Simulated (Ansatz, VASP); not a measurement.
## Cross-check of LaP between VASP and Ansatz

Aim: how closely do two programs agree when they are given the same cell, functional and k mesh? The cell is generated by rule, not measured, and may not be a known phase. The cell is taken from a series of runs on this material, whose earlier steps may have relaxed, scaled, displaced or heated it; both programs get it as it stands.

Method: plane waves, with VASP 6.6.1 beside it; relaxation of cell and atoms at PBEsol and zone-centre phonons at PBEsol, in Ansatz 0.2.0.

The structure was built from a prototype and need not be the compound's stable phase.

## Step 1: The starting structure

Symmetry: F-43m, No. 216, cubic system. Conventional cell: a = 6.543 Å, b = 6.543 Å, c = 6.543 Å, α = 90.00°, β = 90.00°, γ = 90.00°. Nearest to La lie 4 P at 2.83 Å. Nearest to P lie 4 La at 2.83 Å. Farther neighbours are not listed.

## Step 2: Ansatz: relaxation of cell and atoms, PBEsol

Ansatz runs on norm-conserving files, of PseudoDojo where its log says so.

The relaxed volume is the usual yardstick between codes: in a stiff, nearly cubic crystal its relative difference is about their pressure difference at one cell divided by the bulk modulus.

Contents of input.yaml:

```yaml
crystal:
  lattice:
    - [0.0, 3.2715932356, 3.2715932356]
    - [3.2715932356, 0.0, 3.2715932356]
    - [3.2715932356, 3.2715932356, 0.0]
  atoms:
    - { symbol: La, position: [0.0, 0.0, 0.0] }
    - { symbol: P, position: [0.25, 0.25, 0.25] }
kpoints:
  mp_grid: { grid: [8, 8, 8] }
hamiltonian:
  xc: pbesol
  pseudopotentials: { kind: nc }
scf:
  occupations: { method: fixed }
output:
  forces: true
  stress: true
  eigenvalues: true
relax:
  adjacent_minimum: "off"
  f_tol: 0.001
  max_steps: 60
  cell: { stress_tol: 0.01 }
```

The run is started by

```console
> ansatz run input.yaml --threads 4 --pin off --max-ram 7168MiB --backend cpu --events-out ev --progress --plain --runs-dir out
```

Numbers of over 12 decimals in the logs are rounded to 6 here.

Output:

```text
Engine: ansatz 0.2.0, aarch64-unknown-linux-gnu
Pseudopotentials: kind: nc
Pseudopotential: La, nc, valence charge 11, recommended cutoff 1496.626244 eV (normal), La.nc.azcp (PseudoDojo's, or run here from an input of PseudoDojo's: the run reads no file of this project's for it)
Pseudopotential: P, nc, valence charge 5, recommended cutoff 598.650497 eV (normal), P.nc.azcp (PseudoDojo's, or run here from an input of PseudoDojo's: the run reads no file of this project's for it)
Functional definition: PBEsol
  exchange = pbesol_x
  correlation = pbesol_c
Crystal: 2 atoms, lattice volume = 70.034 Å³
Basis set: ecut = 1496.626244 eV, 9257 PW (Γ), exchange–correlation on 120×120×120 points (8 copies of the dense FFT grid, shifted against one another)
Bands: 12, of which v1, the nominal top of the filled ones, is band 8 counted from 1 (7 counted from 0)
Symmetry: 24 space group operations
Space group: F-43m (ITA 216), of the structure as read, at distance tolerance 4.1e-5 Å
k-points: 29 of 512 (time reversal used)
Non-local potential: La, projectors of the file, l = 0: 2, l = 1: 2, l = 2: 2, l = 3: 2
Non-local potential: P, projectors of the file, l = 0: 2, l = 1: 2, l = 2: 2
Initial density: superposition of atomic densities (chi_scale 0.1, normalization cell, long waves kept (reshape's long-wave potential 0.00 eV rms))
Initial wavefunctions: pseudopotential atomic-orbital guess
Functional: x = pbesol(κ = 0.804, μ = 0.123457), c = pbesol(β = 0.046)
SCF iter   1: F=—  HF=-1146.264055 eV  |F-HF|=—  |Δ(HF+E_count)|=         —  Δρ=2.99e-2  dr2=1.42e0  ethr=3.10e-3  ⟨swp⟩=13.2  Hψ=4153  notcnv=0  defer=74
preconditioner: auto → none  [insulator: Δε(μ)=1.924 eV  Ē_g=10.706 eV  n_scr=14 (ndim 8)  ℏωp=16.6 eV  f_vac=0.000  ε∞_Penn≈3.4]
SCF iter   2: F=—  HF=-1145.854331 eV  |F-HF|=—  |Δ(HF+E_count)|=   4.10e-1  Δρ=1.23e-2  dr2=1.26e-1  ethr=3.10e-3  ⟨swp⟩=6.1  Hψ=1276  notcnv=0  defer=48
SCF iter   3: F=—  HF=-1145.837390 eV  |F-HF|=—  |Δ(HF+E_count)|=   1.69e-2  Δρ=4.58e-3  dr2=2.28e-2  ethr=7.88e-4  ⟨swp⟩=5.6  Hψ=840  notcnv=0  defer=74
SCF iter   4: F=—  HF=-1145.836776 eV  |F-HF|=—  |Δ(HF+E_count)|=   6.14e-4  Δρ=1.49e-3  dr2=1.26e-3  ethr=1.43e-4  ⟨swp⟩=5.7  Hψ=838  notcnv=0  defer=80
SCF iter   5: F=—  HF=-1145.837745 eV  |F-HF|=—  |Δ(HF+E_count)|=   9.69e-4  Δρ=2.36e-4  dr2=2.15e-5  ethr=7.90e-6  ⟨swp⟩=5.9  Hψ=903  notcnv=0  defer=81
SCF iter   6: F=—  HF=-1145.837831 eV  |F-HF|=—  |Δ(HF+E_count)|=   8.57e-5  Δρ=6.73e-5  dr2=4.75e-6  ethr=1.35e-7  ⟨swp⟩=5.4  Hψ=1051  notcnv=0  defer=63
SCF iter   7: F=-1145.837830 eV  HF=-1145.837830 eV  |F-HF|=1.00e-8  |Δ(HF+E_count)|=   7.96e-7  Δρ=1.12e-5  dr2=4.21e-8  ethr=6.25e-10  ⟨swp⟩=33.6  Hψ=8021  notcnv=0
SCF 1 converged in 7 iterations: F = -1145.837830 eV  dr2 = 4.21e-8
relax step   1: F+E_penalty+E_count = -1145.83783000 eV  Δ(F+E_penalty+E_count) = +0.000e0 eV  max|allowed force component| = 2.978e-17 eV/Å  Δτ_max = 0.0000 Å  P = +0.005 GPa  Ω = 70.034 Å³  (7 SCF iters, dr2 threshold 1.00e-7 eV, accepted)
Initial density: handed on by an earlier stage of this run
Initial wavefunctions: pseudopotential atomic-orbital guess (no wavefunctions were taken with the density)
iter 1 solved again at ethr=7.49e-6 eV; its pass at ethr=3.10e-3 eV (dr2=1.20e-3 eV) is discarded
SCF iter   1: F=—  HF=-1145.837760 eV  |F-HF|=—  |Δ(HF+E_count)|=         —  Δρ=2.83e-5  dr2=6.08e-7  ethr=7.49e-6  ⟨swp⟩=8.8  Hψ=5682  notcnv=0  defer=85
eigensolver tolerance schedule: the retry pair's looser diagonalisation over-reported the residual by 1968.01 of it (diagonalisation noise at an unbounded share of the residual, at the tolerance the schedule requests for it); recorded, not acted on — ethr = c·dr2/N_el stays at c = 1.0e-1
preconditioner: auto → none  [insulator: Δε(μ)=1.405 eV  Ē_g=10.767 eV  n_scr=14 (ndim 8)  ℏωp=16.6 eV  f_vac=0.001  ε∞_Penn≈3.4]
SCF iter   2: F=—  HF=-1145.837830 eV  |F-HF|=—  |Δ(HF+E_count)|=   7.05e-5  Δρ=2.34e-5  dr2=5.41e-7  ethr=3.80e-9  ⟨swp⟩=9.0  Hψ=1959  notcnv=0  defer=63
SCF iter   3: F=—  HF=-1145.837830 eV  |F-HF|=—  |Δ(HF+E_count)|=   3.73e-8  Δρ=1.21e-5  dr2=1.06e-7  ethr=3.38e-9  ⟨swp⟩=3.1  Hψ=617  notcnv=0  defer=57
SCF iter   4: F=—  HF=-1145.837830 eV  |F-HF|=—  |Δ(HF+E_count)|=   2.60e-8  Δρ=6.15e-6  dr2=2.27e-8  ethr=6.66e-10  ⟨swp⟩=2.7  Hψ=599  notcnv=0  defer=57
SCF iter   5: F=—  HF=-1145.837830 eV  |F-HF|=—  |Δ(HF+E_count)|=  3.12e-10  Δρ=2.93e-6  dr2=7.14e-9  ethr=1.42e-10  ⟨swp⟩=4.1  Hψ=701  notcnv=0  defer=56
SCF iter   6: F=—  HF=-1145.837830 eV  |F-HF|=—  |Δ(HF+E_count)|=   1.50e-9  Δρ=1.85e-6  dr2=2.60e-9  ethr=4.46e-11  ⟨swp⟩=2.7  Hψ=550  notcnv=0  defer=54
SCF iter   7: F=—  HF=-1145.837830 eV  |F-HF|=—  |Δ(HF+E_count)|=  8.27e-10  Δρ=8.01e-7  dr2=5.04e-10  ethr=1.63e-11  ⟨swp⟩=2.4  Hψ=567  notcnv=0  defer=53
SCF iter   8: F=—  HF=-1145.837830 eV  |F-HF|=—  |Δ(HF+E_count)|=  9.30e-11  Δρ=3.78e-7  dr2=1.09e-10  ethr=3.15e-12  ⟨swp⟩=3.1  Hψ=596  notcnv=0  defer=53
SCF iter   9: F=—  HF=-1145.837830 eV  |F-HF|=—  |Δ(HF+E_count)|=  2.36e-11  Δρ=2.29e-7  dr2=4.09e-11  ethr=6.79e-13 (applied; sched 1.00e-12)  ⟨swp⟩=1.8  Hψ=418  notcnv=0  defer=53
SCF iter  10: F=—  HF=-1145.837830 eV  |F-HF|=—  |Δ(HF+E_count)|=  9.32e-12  Δρ=2.48e-8  dr2=8.16e-13  ethr=1.00e-12  ⟨swp⟩=33.2  Hψ=7563  notcnv=0
SCF iter  11: F=-1145.837830 eV  HF=-1145.837830 eV  |F-HF|=0.00e0  |Δ(HF+E_count)|=  4.55e-13  Δρ=8.62e-9  dr2=7.66e-14  ethr=1.00e-12  ⟨swp⟩=6.9  Hψ=1533  notcnv=0
SCF 2 converged in 11 iterations: F = -1145.837830 eV  dr2 = 7.66e-14
relax step   2: F+E_penalty+E_count = -1145.83783001 eV  Δ(F+E_penalty+E_count) = -1.001e-8 eV  max|allowed force component| = 3.874e-17 eV/Å  Δτ_max = 0.0000 Å  P = +0.005 GPa  Ω = 70.034 Å³  stress off target by 4.74e-3 GPa  SCF on the basis re-selected at this cell (its energy is not comparable with the rows above)  (11 SCF iters)
basis re-selected at this cell: Δ(F+E_penalty+E_count) = -1.001e-8 eV, ΔP = -0.000 GPa vs the last step (what re-selecting the basis moved, of the pressure what is left beyond the Pulay correction that the steps carried, after the strain that the cell walked since its last selection, with what the two solves' SCF thresholds leave and, on support functions, any second-order correction that the steps lacked; it is no m [...]
SCF converged after 11 iterations
Free energy (F): -1145.837830 eV
Harris-Foulkes:  -1145.837830 eV  (|F-HF|=0.00e0)
Internal energy: -1145.837830 eV  (E = F + TS)
E sigma→0 (E₀):  -1145.837830 eV
Fermi energy:    5.990464 eV
--- Per-component energies (eV) ---
  E_band       = -82.363218
  E_kinetic    = 301.211993
  E_local      = -638.528355  (includes V_loc(G=0)·N_el)
  E_nonlocal   = 129.980919
  E_hartree    = 177.211247
  E_xc         = -282.082187
  E_vxc        = -229.450264  (∫ρ·V_xc dr)
  E_ewald      = -833.631447
  E_smearing   = -0.000000  (= −TS)
  E_closure    = 0.000000  (closes the sum)
  Σ components = -1145.837830   (vs F -1145.837830, Δ=0.00e0)
--- Forces (eV/Å), atoms counted from 1 ---
  atom   1  La    -0.00000000     0.00000000     0.00000000
  atom   2  P     -0.00000000    -0.00000000     0.00000000
  max |Σ_I F_I| component: 8.21e-17 eV/Å
--- Stress (GPa, compression-positive) ---
        0.004739      -0.000000      -0.000000
       -0.000000       0.004739       0.000000
       -0.000000       0.000000       0.004739
  P = ⅓ Tr σ = 0.0047 GPa (0.047 kbar)
--- Band table (eV; the first three rows and the last of 29) ---
  k-point 0: bands = [... 4 lower, -2.4766, 4.6685, 4.6685, 4.6685, 7.6572, 8.8844, 8.8844, 8.8844]
  k-point 1: bands = [... 4 lower, -2.3733, 4.5579, 4.7395, 4.7395, 7.9477, 8.7375, 8.7375, 8.8674]
  k-point 2: bands = [... 4 lower, -2.1401, 4.4884, 4.8991, 4.8991, 8.3421, 8.5978, 8.5978, 8.8350]
  k-point 28: bands = [... 4 lower, -1.6198, 4.7607, 4.9560, 5.9905, 7.3960, 8.5204, 8.7608, 8.8622]
--- Relaxed structure (1 steps of the walk, 1 accepted, 1 SCFs on fresh bases) ---
  F+E_penalty+E_count = -1145.83783001 eV   max|allowed force component| = 3.874e-17 eV/Å   (the final SCF, on the basis selected at the relaxed cell)
  cell:  # Å, volume = 70.0338 Å³
    - [0.0, 3.2715932356, 3.2715932356]
    - [3.2715932356, 0.0, 3.2715932356]
    - [3.2715932356, 3.2715932356, 0.0]
  atoms:
    - { symbol: La, position: [0.0, 0.0, 0.0] }
    - { symbol: P, position: [0.25, 0.25, 0.25] }
```

## Step 3: VASP: relaxation of cell and atoms, PBEsol

The same cell, functional and mesh now go to VASP, with its own data sets.

Lines of VASP's logs that name or quote its potential files are left out, and so is its time.

Contents of INCAR:

```
SYSTEM = LaP
PREC = Accurate
ENCUT = 500
EDIFF = 1E-07
NELM = 200
ISMEAR = 0
SIGMA = 0.01
LREAL = .FALSE.
ALGO = Normal
GGA = PS
NBANDS = 14
LASPH = .TRUE.
LORBIT = 11
LWAVE = .FALSE.
LCHARG = .FALSE.
ISIF = 3
IBRION = 2
NSW = 80
EDIFFG = -0.005
GGA_COMPAT = .FALSE.
NELMIN = 4
EFERMI = MIDGAP
LMAXMIX = 6
KPAR = 2
```

Contents of POSCAR:

```
LaP
1.0
    0.0000000000      3.2715930000      3.2715930000
    3.2715930000      0.0000000000      3.2715930000
    3.2715930000      3.2715930000      0.0000000000
La P
1 1
Direct
    0.0000000000      0.0000000000      0.0000000000
    0.2500000764      0.2500000764      0.2500000764
```

Contents of KPOINTS:

```
Automatic mesh
0
Gamma
8 8 8
0 0 0
```

PAW data sets: La and P (PBE family, release 64).

The run is started by

```console
> mpirun -np 2 vasp_std
```

Output:

```text
[banner, memory and clock lines left out]
running    2 mpi-ranks, on    1 nodes
 distrk:  each k-point on    1 cores,    2 groups
 distr:  one band on    1 cores,    1 groups

 POSCAR found type information on POSCAR LaP
 POSCAR found :  2 types and       2 ions
|                                                                             |
|               ----> ADVICE to this user running VASP <----                  |
|                                                                             |
|     You enforced a specific xc type in the INCAR file but a different       |
|     [... a line on the potential file left out ...]
|     I HOPE YOU KNOW WHAT YOU ARE DOING!                                     |
|                                                                             |

 LDA part: xc-table for (Slater+PW92), standard interpolation
 POSCAR, INCAR and KPOINTS ok, starting setup
 FFT: planning ... GRIDC
 FFT: planning ... GRID_SOFT
 FFT: planning ... GRID
 WAVECAR not read
 entering main loop
       N       E                     dE             d eps       ncg     rms          rms(c)
DAV:   1     0.143058853901E+03    0.14306E+03   -0.55828E+03   812   0.130E+03
DAV:   2     0.352287934355E+01   -0.13954E+03   -0.13150E+03  1060   0.202E+02
DAV:   3    -0.131521067809E+02   -0.16675E+02   -0.16365E+02  1072   0.107E+02
DAV:   4    -0.139922849502E+02   -0.84018E+00   -0.83577E+00  1534   0.198E+01
DAV:   5    -0.140350123400E+02   -0.42727E-01   -0.42685E-01  1246   0.433E+00    0.465E+00
DAV:   6    -0.132143098193E+02    0.82070E+00   -0.26345E+00  1350   0.699E+00    0.303E+00
DAV:   7    -0.131429886783E+02    0.71321E-01   -0.27507E-01  1496   0.278E+00    0.149E+00
DAV:   8    -0.131398371777E+02    0.31515E-02   -0.69526E-02  1584   0.252E+00    0.307E-01
DAV:   9    -0.131392847521E+02    0.55243E-03   -0.85523E-03  1582   0.766E-01    0.190E-01
DAV:  10    -0.131399921662E+02   -0.70741E-03   -0.25438E-03  1374   0.561E-01    0.790E-02
DAV:  11    -0.131401274984E+02   -0.13533E-03   -0.58669E-04  1592   0.238E-01    0.253E-02
DAV:  12    -0.131401499859E+02   -0.22487E-04   -0.10912E-04  1540   0.856E-02    0.151E-02
DAV:  13    -0.131401643513E+02   -0.14365E-04   -0.10168E-04  1130   0.692E-02    0.791E-03
DAV:  14    -0.131401656392E+02   -0.12879E-05   -0.11792E-05  1500   0.259E-02    0.348E-03
DAV:  15    -0.131401662178E+02   -0.57868E-06   -0.38849E-06  1234   0.125E-02    0.320E-03
DAV:  16    -0.131401665073E+02   -0.28941E-06   -0.28849E-06  1474   0.991E-03    0.913E-04
DAV:  17    -0.131401664862E+02    0.21041E-07   -0.12331E-07  1014   0.278E-03
   1 F= -.13140166E+02 E0= -.13140166E+02  d E =-.131402E+02
 curvature:   0.00 expect dE= 0.000E+00 dE for cont linesearch  0.000E+00
 trial: gam= 0.00000 g(F)=  0.140E-41 g(S)=  0.534E-04 ort = 0.000E+00 (trialstep = 0.100E+01)
 search vector abs. value=  0.534E-04
 bond charge predicted
       N       E                     dE             d eps       ncg     rms          rms(c)
DAV:   1    -0.131404717476E+02   -0.30524E-03   -0.86731E-03  1148   0.891E-01    0.837E-02
DAV:   2    -0.131402467538E+02    0.22499E-03   -0.72897E-04  1530   0.386E-01    0.402E-02
DAV:   3    -0.131401814783E+02    0.65275E-04   -0.37650E-04  1394   0.201E-01    0.135E-02
DAV:   4    -0.131401794476E+02    0.20307E-05   -0.20934E-05  1414   0.463E-02    0.745E-03
DAV:   5    -0.131401789430E+02    0.50461E-06   -0.34952E-06  1504   0.133E-02    0.550E-03
DAV:   6    -0.131401786693E+02    0.27373E-06   -0.60733E-07  1472   0.453E-03    0.357E-03
DAV:   7    -0.131401780024E+02    0.66682E-06   -0.11799E-06  1218   0.105E-02    0.361E-04
DAV:   8    -0.131401780085E+02   -0.61075E-08   -0.11866E-07  1010   0.266E-03
   2 F= -.13140178E+02 E0= -.13140178E+02  d E =-.115223E-04
 trial-energy change:   -0.000012  1 .order   -0.000012   -0.000053    0.000030
 step:   0.6423(harm=  0.6423)  dis= 0.00000  next Energy=   -13.140184 (dE=-0.171E-04)
 bond charge predicted
       N       E                     dE             d eps       ncg     rms          rms(c)
DAV:   1    -0.131402205935E+02   -0.42591E-04   -0.11093E-03  1154   0.319E-01    0.299E-02
DAV:   2    -0.131401909942E+02    0.29599E-04   -0.93954E-05  1542   0.138E-01    0.145E-02
DAV:   3    -0.131401823225E+02    0.86717E-05   -0.48709E-05  1394   0.724E-02    0.485E-03
DAV:   4    -0.131401825340E+02   -0.21153E-06   -0.27649E-06  1396   0.171E-02    0.257E-03
DAV:   5    -0.131401830003E+02   -0.46628E-06   -0.36947E-07  1314   0.448E-03    0.182E-03
DAV:   6    -0.131401831613E+02   -0.16101E-06   -0.39215E-08   922   0.235E-03    0.106E-03
DAV:   7    -0.131401833875E+02   -0.22620E-06   -0.10326E-07   944   0.311E-03    0.831E-05
DAV:   8    -0.131401833935E+02   -0.60202E-08   -0.31497E-08   784   0.290E-03
   3 F= -.13140183E+02 E0= -.13140183E+02  d E =-.169073E-04
 curvature:  -0.32 expect dE=-0.300E-08 dE for cont linesearch -0.300E-08
 trial: gam=-0.01305 g(F)=  0.198E-41 g(S)=  0.933E-08 ort = 0.706E-06 (trialstep = 0.928E+00)
 search vector abs. value=  0.102E-09
 reached required accuracy - stopping structural energy minimisation
```

Parts of OUTCAR (step 3):

```text
ion  position               nearest neighbor table
   1  0.000  0.000  0.000-   2 2.83   2 2.83   2 2.83   2 2.83
   2  0.250  0.250  0.250-   1 2.83   1 2.83   1 2.83   1 2.83

  LATTYP: Found a face centered cubic cell.
 ALAT       =     6.5431860000

 Subroutine GETGRP returns: Found 24 space group operations
 (whereof 24 operations were pure point group operations)

The static configuration has the point symmetry T_d .

 Found     29 irreducible k-points:

   k-points           NKPTS =     29   k-points in BZ     NKDIM =     29   number of bands    NBANDS=     14

   dimension x,y,z NGX =    36 NGY =   36 NGZ =   36
   dimension x,y,z NGXF=    72 NGYF=   72 NGZF=   72

   ENCUT  =  500.0 eV  36.75 Ry    6.06 a.u.   8.44  8.44  8.44*2*pi/ulx,y,z

   NELECT =      16.0000    total number of electrons

 k-points in reciprocal lattice and weights: Automatic mesh
   0.00000000  0.00000000  0.00000000       0.002
   0.12500000  0.00000000  0.00000000       0.016
   0.25000000  0.00000000  0.00000000       0.016
   0.37500000  0.00000000  0.00000000       0.016
   0.50000000  0.00000000  0.00000000       0.008
   0.12500000  0.12500000  0.00000000       0.012
   0.25000000  0.12500000  0.00000000       0.047
   0.37500000  0.12500000  0.00000000       0.047
   0.50000000  0.12500000  0.00000000       0.047
[...]
-0.37500000  0.50000000  0.12500000       0.023
  -0.25000000  0.50000000  0.25000000       0.012

 average (electrostatic) potential at core
       1 -99.1533       2 -82.3610

 E-fermi :   4.6363

 k-point     1 :       0.0000    0.0000    0.0000
  band No.  band energies     occupation
    ...
      4     -11.4637      2.00000
      5      -4.5218      2.00000
      6       2.6161      2.00000
      7       2.6161      2.00000
      8       2.6161      2.00000
      9       5.6379      0.00000
     10       6.9272      0.00000
     11       6.9272      0.00000
     12       6.9272      0.00000
     13       6.9828      0.00000
    ...

 k-point     2 :       0.1250    0.0000    0.0000
  band No.  band energies     occupation
    ...
      4     -11.4701      2.00000
      5      -4.4188      2.00000
      6       2.5054      2.00000
      7       2.6870      2.00000
      8       2.6870      2.00000
      9       5.9394      0.00000
     10       6.7185      0.00000
     11       6.7185      0.00000
     12       6.9095      0.00000
     13       7.0503      0.00000
    ...

 k-point     3 :       0.2500    0.0000    0.0000
  band No.  band energies     occupation
    ...
      4     -11.4855      2.00000
      5      -4.1864      2.00000
      6       2.4354      2.00000
      7       2.8464      2.00000
      8       2.8464      2.00000
      9       6.3550      0.00000
     10       6.5757      0.00000
     11       6.5757      0.00000
     12       6.8788      0.00000
     13       7.0655      0.00000
    ...

  Total        0.0003591      0.0003591      0.0003591     -0.0000000     -0.0000000      0.0000000
  in kB        0.0082048      0.0082048      0.0082048     -0.0000000     -0.0000000      0.0000000
  external PRESSURE =       0.0082048 kB  Pullay stress =       0.0000000 kB

  energy-cutoff  :      500.00
  volume of cell :       70.12
      direct lattice vectors                 reciprocal lattice vectors
     0.000000000  3.272969636  3.272969636    -0.152766465  0.152766465  0.152766465
     3.272969636  0.000000000  3.272969636     0.152766465 -0.152766465  0.152766465
     3.272969636  3.272969636  0.000000000     0.152766465  0.152766465 -0.152766465

 POSITION                                       TOTAL-FORCE (eV/Angst)
 -----------------------------------------------------------------------------------
      0.00000      0.00000      0.00000        -0.000000     -0.000000      0.000000
      1.63649      1.63649      1.63649         0.000000      0.000000     -0.000000
 -----------------------------------------------------------------------------------
    total drift:                               -0.000121     -0.000121     -0.000121

  FREE ENERGIE OF THE ION-ELECTRON SYSTEM (eV)
  ---------------------------------------------------
  free  energy   TOTEN  =       -13.1401833935 eV

  energy  without entropy=      -13.1401833935  energy(sigma->0) =      -13.14018339

 reached required accuracy - stopping structural energy minimisation

 total charge
# of ion       s       p       d       f       tot
--------------------------------------------------
    1        2.049   5.619   0.740   0.141   8.549
    2        1.040   1.527   0.000   0.000   2.568
--------------------------------------------------
tot          3.089   7.147   0.740   0.141  11.117

[... 3 further parts left out ...]
```

CONTCAR:

```
LaP
   1.00000000000000
     0.0000000000000000    3.2729696355975970    3.2729696355975970
     3.2729696355975970    0.0000000000000000    3.2729696355975970
     3.2729696355975970    3.2729696355975970    0.0000000000000000
  La              P
     1     1
Direct
     0.0000000000000000    0.0000000000000000    0.0000000000000000
     0.2500000763999992    0.2500000763999992    0.2500000763999992
```

## Step 4: Comparison

Known differences besides the potentials themselves: fixed occupations in Ansatz, narrow Gaussian smearing in VASP; the cutoff is 1496.63 eV in Ansatz and 500 eV in VASP; Ansatz adds a Pulay correction to the stress that steers its cell, VASP none. Total energies have different zeros and are not compared.

Compared:

| quantity | Ansatz | VASP | difference |
| --- | --- | --- | --- |
| volume (Å³) | 70.03 | 70.12 | -0.13 % |
| edge a after relaxation, in the typed setting (Å) | 4.627 | 4.629 | -0.04 % |

(Part 1 of 2 ends here.)

[Lines on the potential files, build, host, timing and source positions are cut from VASP's logs without a mark.]

[Logs are printed without paths, hosts, clocks, repeated set-up lines and the standing remarks that a program may print on its own settings, such as how far it seeks lower states.]

[Hosts, paths, dates, database ids (printed as entryN), source tags and the programs' standing remarks are cut or masked in the printed files.]
